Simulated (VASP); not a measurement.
Runs of VASP 6.6.1 on N2. The cell holds a molecule in a box, 2 atoms: a = 12.000 Å, b = 12.400 Å, c = 13.000 Å, α = 90.00°, β = 90.00°, γ = 90.00°. 

| level | potentials or basis | gap on the mesh (eV) |
| --- | --- | --- |
| LDA | VASP PAW LDA potentials, release 64 (N) | (a) |
| PBEsol | VASP PAW PBE potentials, release 64 (N) | 8.05 |
| PBE+D3(BJ) | VASP PAW PBE potentials, release 64 (N) | 8.07 |
| PBE | VASP PAW PBE potentials, release 64 (N) | 8.07 |

Alike in all rows: task relaxation of the atoms; no spin polarisation; cell atoms relaxed; k mesh 1 × 1 × 1; cutoff (eV) 600; smearing gaussian 0.01 eV.

**Question.** Fill in the values left out.

**Answer.** (a) 8.09.

Caveats: the standard files for N, O and F lose accuracy on very short bonds.

A k mesh can miss the band edges.

Not every run made on this cell is shown here.
